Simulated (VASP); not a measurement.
Data:

```yaml
crystal:
  lattice:
    - [0.00000, 3.50635, 3.50635]
    - [3.50635, 0.00000, 3.50635]
    - [3.50635, 3.50635, 0.00000]
  atoms:
    - { symbol: Ba, position: [0.00000, 0.00000, 0.00000] }
    - { symbol: Te, position: [0.50000, 0.50000, 0.50000] }
```

The numbers are results of AM05 GGA, VASP's PBE PAW potentials (set 64) (plane waves; VASP 6.6.1), not measurements. Settings: 520 eV cut-off, Gaussian smearing of 0.050 eV, potentials Ba_sv Te.

Unless said otherwise, spin-orbit coupling is left out, though it shifts the bands of the heavy elements here.

Give the energies of bands 6 to 11 at the high-symmetry points, in eV from the valence-band maximum.

```tsv
band	Γ	X	U	L	W
6	0.00	-1.13	-1.26	-2.23	-1.28
7	0.00	-0.38	-1.06	-1.12	-0.94
8	0.00	-0.38	-0.77	-1.12	-0.94
9	2.85	1.52	2.57	4.17	3.51
10	2.93	4.41	4.99	4.73	3.51
11	2.93	4.58	5.14	4.87	4.78
```

The gap is indirect, 1.52 eV, from the valence maximum at Γ to the conduction minimum at X.

The compound is BaTe in the rock salt structure. It was relaxed first.
